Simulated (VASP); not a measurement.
An input for Ansatz (written as the equivalent of a VASP run, and not itself run):

Ansatz 0.2 input:
```yaml
crystal:
  lattice:
    - [3.3288252, -0.0000002, 0.0000000]
    - [-1.6644123, 2.8828473, 0.0000000]
    - [0.0000000, 0.0000000, 22.0277101]
  atoms:
    - { symbol: Ta, position: [0.0000000, 0.0000000, 0.5000000] }
    - { symbol: S, position: [0.3333330, 0.6666670, 0.5696359] }
    - { symbol: S, position: [0.6666670, 0.3333330, 0.4303641] }
kpoints:
  mp_grid: { grid: [12, 12, 1] }
hamiltonian:
  xc: pbesol
  pseudopotentials: { kind: paw }
scf:
  occupations: { method: tetrahedron }
  max_iter: 100
output: { forces: true, stress: true, eigenvalues: true }
```

Question: Translate this input to VASP (INCAR, KPOINTS, POSCAR, choice of POTCAR).

Answer: One answer among several that fit: 
File POSCAR:
```
TaS2
1
    3.3288251887    -0.0000002005    -0.0000000000
   -1.6644123045     2.8828472823     0.0000000000
   -0.0000000000     0.0000000000    22.0277101390
Ta S
1 2
Direct
  0.0000000000   0.0000000000   0.5000000000
  0.3333330000   0.6666670000   0.5696358783
  0.6666670000   0.3333330000   0.4303641217
```

**INCAR**
```
# general
SYSTEM  = TaS2
PREC    = Accurate
ENCUT   = 400
LREAL   = .FALSE.
LASPH   = .TRUE.

# electronic loop
EDIFF   = 1E-7
NELM    = 100
ALGO    = Normal
LMAXMIX = 6

# smearing
ISMEAR  = -5

# functional
GGA     = PS

# ions
ISIF    = 2

# output
LWAVE   = .FALSE.
LCHARG  = .TRUE.
LORBIT  = 11
NEDOS   = 601

# other
LEFG    = .TRUE.
```

KPOINTS:
```
Automatic mesh
0
Gamma
12 12 1
0 0 0
```

POTCAR, in this order: Ta_pv S (PBE.64 set). Program: vasp_std.

The two are equivalent in intent, not identical: each code has its own PAW files, so the cut-off isn't converted (ENCUT is set for VASP's; basis.ecutwfc is left out, and Ansatz then takes the one that its files recommend); Ansatz stops its SCF on the density residual and VASP on the energy change (EDIFF); the field gradients of LEFG aren't asked of the other code.

The cell is a sheet with vacuum, built from a generated structure.
